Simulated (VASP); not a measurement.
# Lattice of Osmium across functionals and dispersion corrections, part 2 of 2

How close do the usual functionals, with and without dispersion, come to the cell of Osmium? LASPH is on for some levels and off for others; the table marks which. The start is a cell from a database of measured crystal structures.

VASP 6.6.1, plane waves and PAW; the level of theory is named at each step.

Still holding for the runs below: The k-mesh is coarse for a metal.

So far. Step 2 (Relaxation with PBE): It ends with forces that vanish by symmetry and a pressure of 0.02 GPa. The volume lies +2.1 % from that of the database's start. The conventional cell has a = 2.754 and c = 4.348 Å. Step 3 (Relaxation with LDA): It ends at 13.84 Å³/atom, -1.0 % from the start, with -0.02 GPa left. The conventional cell has a = 2.725 and c = 4.304 Å.

## 4. Relaxation with r2SCAN

This step: r2SCAN; plane waves and PAW (Os) (VASP 6.6.1).

r2SCAN adds the kinetic-energy density, costs more than a GGA and is run with LASPH.

INCAR

```
SYSTEM = Os
PREC = Accurate
ENCUT = 520
EDIFF = 1E-06
NELM = 100
ISMEAR = -1
SIGMA = 0.05
LREAL = .FALSE.
ALGO = Normal
METAGGA = R2SCAN
LASPH = .TRUE.
NBANDS = 14
LORBIT = 11
LWAVE = .FALSE.
LCHARG = .FALSE.
KPAR = 2
IBRION = 2
NSW = 60
ISIF = 3
EDIFFG = -0.01
```

POSCAR

```
Os
1.0
    2.7341000000      0.0000000000      0.0000000000
   -1.3670500000      2.3678000565      0.0000000000
    0.0000000000      0.0000000000      4.3197000000
Os
2
Direct
    0.3333333333      0.6666666667      0.2500000000
    0.6666666667      0.3333333333      0.7500000000
```

KPOINTS

```
Automatic mesh
0
Gamma
11 11 6
0 0 0
```

PAW data sets: Os (PBE family, release 64).

Run with:

```console
> mpirun -np 2 vasp_std
```

Log:

```text
[banner, memory and clock lines left out]
running    2 mpi-ranks, on    1 nodes
[...]
[... a notice as in an earlier step ...]

 LDA part: xc-table for (None), standard interpolation
 POSCAR, INCAR and KPOINTS ok, starting setup
[...]
entering main loop
       N       E                     dE             d eps       ncg     rms          rms(c)
DAV:   1     0.255295730009E+02    0.25530E+02   -0.79307E+03  1792   0.115E+03
DAV:   2    -0.102955741342E+03   -0.12849E+03   -0.11349E+03  1828   0.363E+02
DAV:   3    -0.108608243030E+03   -0.56525E+01   -0.53882E+01  2404   0.659E+01
DAV:   4    -0.108663622484E+03   -0.55379E-01   -0.55309E-01  1936   0.678E+00
[...]
DAV:  11    -0.105996219667E+03    0.31263E-04   -0.12513E-05  1966   0.388E-02    0.861E-03
DAV:  12    -0.105996215805E+03    0.38617E-05   -0.11049E-06  1328   0.141E-02    0.314E-03
DAV:  13    -0.105996215324E+03    0.48099E-06   -0.16396E-07  1010   0.340E-03
   1 F= -.10599622E+03 E0= -.10598998E+03  d E =-.105996E+03
[... from here on, the cycles between the ionic steps are left out ...]
   2 F= -.10597958E+03 E0= -.10597305E+03  d E =0.166372E-01
   3 F= -.10599709E+03 E0= -.10599081E+03  d E =-.879407E-03
   4 F= -.10599709E+03 E0= -.10599081E+03  d E =-.878100E-03
   5 F= -.10599709E+03 E0= -.10599080E+03  d E =0.295750E-05
   6 F= -.10599712E+03 E0= -.10599083E+03  d E =-.225697E-04
[...]
reached required accuracy - stopping structural energy minimisation
```

The job ended after 3.8 min (2 MPI ranks of AMD EPYC 7R43, shared host; peak memory 0.25 GiB; 7.6 min of CPU time).

OUTCAR, selected parts (step 4):

```text
  Total        0.0089608      0.0089608      0.0084053      0.0000000      0.0000000      0.0000000
  in kB        0.5109724      0.5109724      0.4792957      0.0000000      0.0000000      0.0000000
  external PRESSURE =       0.5004135 kB  Pullay stress =       0.0000000 kB

 POSITION                                       TOTAL-FORCE (eV/Angst)
 -----------------------------------------------------------------------------------
     -0.00000      1.58166      1.08074         0.000000      0.000000      0.000000
      1.36976      0.79083      3.24221        -0.000000     -0.000000      0.000000
 -----------------------------------------------------------------------------------
    total drift:                               -0.000000      0.000000     -0.000000

  FREE ENERGIE OF THE ION-ELECTRON SYSTEM (eV)
  ---------------------------------------------------
  free  energy   TOTEN  =      -105.9971159940 eV

  energy  without entropy=     -105.9845440210  energy(sigma->0) =     -105.99083001

[... 2 parts as in an earlier step ...]

[... 2 further parts left out ...]
[key lines of the parts left out:]
E-fermi :   9.1463
```

The PAW data sets were made with PBE, which is usual practice but a small mismatch for other functionals.

The steps of the relaxation:

```tsv
step	energy less that of the first step (eV)	largest force (eV/Å)	pressure (GPa)	volume (Å³)
1	0.0000	0.0000	2.10	27.96
2	0.0166	0.0000	-8.90	28.71
3	-0.0009	0.0000	-0.04	28.10
4	-0.0009	0.0000	-0.01	28.10
5	-0.0009	0.0000	0.08	28.10
6	-0.0009	0.0000	0.05	28.10
```

```tsv
conventional cell, symmetrised	before	after	change
a (Å)	2.734	2.740	+0.2 %
b (Å)	2.734	2.740	+0.2 %
c (Å)	4.320	4.323	+0.1 %
volume (Å³/atom)	13.98	14.05	+0.5 %
```

Final coordinates:

```
Os
1.0
     2.73952    0.00000    0.00000
    -1.36976    2.37250    0.00000
     0.00000    0.00000    4.32295
Os
2
Direct
  0.33333 0.66667 0.25000
  0.66667 0.33333 0.75000
```

It ends at 14.05 Å³/atom, +0.5 % from the start, with 0.05 GPa left. The conventional cell has a = 2.740 and c = 4.323 Å.

## 5. Relaxation with PBE + D3(BJ)

This step: PBE with D3(BJ); plane waves and PAW (Os) (VASP 6.6.1).

A dispersion term adds the long-range attraction that semilocal functionals lack. D3 with Becke-Johnson damping keeps a finite attraction at short range.

Changes to INCAR since step 4:

```diff
@@ -9,4 +9,4 @@
 ALGO = Normal
-METAGGA = R2SCAN
-LASPH = .TRUE.
+GGA = PE
+IVDW = 12
 NBANDS = 14
```

POSCAR is that of step 4.

KPOINTS is that of step 4.

Run with:

```console
> mpirun -np 2 vasp_std
```

Log:

```text
[... set-up lines as in an earlier step ...]
 entering main loop
       N       E                     dE             d eps       ncg     rms          rms(c)
[... 12 cycles as in an earlier step ...]
   1 F= -.23782960E+02 E0= -.23776371E+02  d E =-.237830E+02
[...]
N       E                     dE             d eps       ncg     rms          rms(c)
DAV:   1    -0.224981839399E+02   -0.24718E-01   -0.28590E-01  1864   0.406E+00    0.142E+00
DAV:   2    -0.224893303626E+02    0.88536E-02   -0.89806E-03  2038   0.100E+00    0.563E-01
DAV:   3    -0.224875273611E+02    0.18030E-02   -0.46423E-03  2248   0.654E-01    0.458E-02
DAV:   4    -0.224875740318E+02   -0.46671E-04   -0.93879E-05  1930   0.600E-02    0.141E-02
DAV:   5    -0.224875798265E+02   -0.57947E-05   -0.69306E-06  2362   0.240E-02    0.459E-03
DAV:   6    -0.224875808998E+02   -0.10733E-05   -0.73987E-07  1130   0.950E-03    0.238E-03
DAV:   7    -0.224875809974E+02   -0.97551E-07   -0.85833E-08   998   0.331E-03
   2 F= -.23778203E+02 E0= -.23771435E+02  d E =0.475721E-02
 trial-energy change:    0.004757  1 .order    0.004655   -0.002783    0.012094
 step:   0.1810(harm=  0.1871)  dis= 0.00000  next Energy=   -23.783211 (dE=-0.251E-03)
[...]
N       E                     dE             d eps       ncg     rms          rms(c)
DAV:   1    -0.224841680168E+02    0.34129E-02   -0.19254E-01  1864   0.335E+00    0.118E+00
DAV:   2    -0.224782914887E+02    0.58765E-02   -0.59846E-03  2032   0.825E-01    0.460E-01
DAV:   3    -0.224771047195E+02    0.11868E-02   -0.30751E-03  2226   0.535E-01    0.402E-02
DAV:   4    -0.224771414245E+02   -0.36705E-04   -0.58469E-05  1918   0.479E-02    0.970E-03
DAV:   5    -0.224771486784E+02   -0.72539E-05   -0.50816E-06  2324   0.204E-02    0.383E-03
DAV:   6    -0.224771495453E+02   -0.86688E-06   -0.53163E-07  1016   0.808E-03
   3 F= -.23783202E+02 E0= -.23776581E+02  d E =-.242156E-03
[...]
reached required accuracy - stopping structural energy minimisation
```

It took 32 s on 2 MPI ranks; peak memory 0.26 GiB.

OUTCAR, selected parts (step 5):

```text
 Edisp (eV)   -1.29062

 Edisp (eV)   -1.30605

  Total      -0.00153    -0.00153     0.01151    -0.00000    -0.00000     0.00000
  in kB      -0.08756    -0.08756     0.65792    -0.00000    -0.00000     0.00000
  external pressure =        0.16 kB  Pullay stress =        0.00 kB

 POSITION                                       TOTAL-FORCE (eV/Angst)
 -----------------------------------------------------------------------------------
     -0.00000      1.57977      1.08099        -0.000000      0.000000      0.000000
      1.36812      0.78988      3.24297         0.000000     -0.000000      0.000000
 -----------------------------------------------------------------------------------
    total drift:                               -0.000000      0.000000     -0.000000

  FREE ENERGIE OF THE ION-ELECTRON SYSTEM (eV)
  ---------------------------------------------------
  free  energy   TOTEN  =       -23.7832021353 eV

  energy  without entropy=      -23.7699599485  energy(sigma->0) =      -23.77658104

[... 2 parts as in an earlier step ...]

[... 2 further parts left out ...]
[key lines of the parts left out:]
E-fermi :   9.3920
```

Dispersion corrections of this kind ignore metallic screening and tend to overbind metals.

Little changed from the start: no atom moved by 0.005 Å and no cell edge by 0.1 %.

It ends at 14.02 Å³/atom, +0.3 % from the start, with 0.02 GPa left. The conventional cell has a = 2.736 and c = 4.324 Å. Against plain PBE, the dispersion term moves a by -0.6 % and c by -0.6 %.

## 6. The cells as a table

This step: relaxed cells at several levels; plane waves and PAW (VASP 6.6.1).

No new run; the numbers come from the runs before.

Lengths are those of the conventional cell; cost is the wall time of each run, as given at its step, times its ranks, without the set-up around it; LASPH differs between rows, which moves results and costs too. Results by level, by row:

```tsv
level	volume (Å³/atom)	change from the start (%)	a (Å)	c (Å)	cost (core minutes)	LASPH
PBE	14.27	2.1	2.754	4.348	2.23	off
LDA	13.84	-1	2.725	4.304	1.1	off
r2SCAN	14.05	0.5	2.74	4.323	7.64	on
PBE + D3(BJ)	14.02	0.3	2.736	4.324	1.07	off
```

## 7. Summary of results

- volume, PBE: 14.27 Å³/atom
- volume, LDA: 13.84 Å³/atom
- volume, r2SCAN: 14.05 Å³/atom
- volume, PBE + D3(BJ): 14.02 Å³/atom

For Osmium the levels give volumes between 13.84 Å³/atom (LDA) and 14.27 Å³/atom (PBE), a spread of 3.2 %, while the cost of the finished runs spans a factor of 7.2. Against the volume of the start, a cell from experiment, PBE + D3(BJ) comes nearest (+0.3 %) and PBE lies farthest (+2.1 %); thermal expansion is in that cell alone. Within 2 % of it: LDA, r2SCAN and PBE + D3(BJ). The costs hold the number of ionic steps as well as the price of the functional. Against the listed lengths the levels give a from -0.3 % to +0.7 % and c from -0.4 % to +0.7 %. Adding D3(BJ) to PBE changes the volume by -1.8 % (a by -0.6 % and c by -0.6 %). Pairwise corrections of the D and TS kind ignore the screening in a metal, so they may overbind here. Within 0.02 Å all end in space group P6_3/mmc; the runs can't lower the symmetry of the start. The k-sampling is coarse for a metal, so the Fermi level, pressures and the shape of the cell carry errors. Spin-orbit coupling is left out. LASPH is on for some levels and off for others, so differences between them are not the functional's alone. Each is a single relaxation on the plane waves of the start cell, so larger changes of volume carry a basis-set error that was not tested here. Zero-point and thermal expansion are not included.

[Lines on the potential files, build, host, timing and source positions are cut from VASP's logs without a mark.]

[Logs are printed without paths, hosts, clocks, repeated set-up lines and the standing remarks that a program may print on its own settings, such as how far it seeks lower states.]

[Hosts, paths, dates, database ids (printed as entryN), source tags and the programs' standing remarks are cut or masked in the printed files.]

[A measured line is paired with the nearest computed mode of its activity, which favours agreement.]
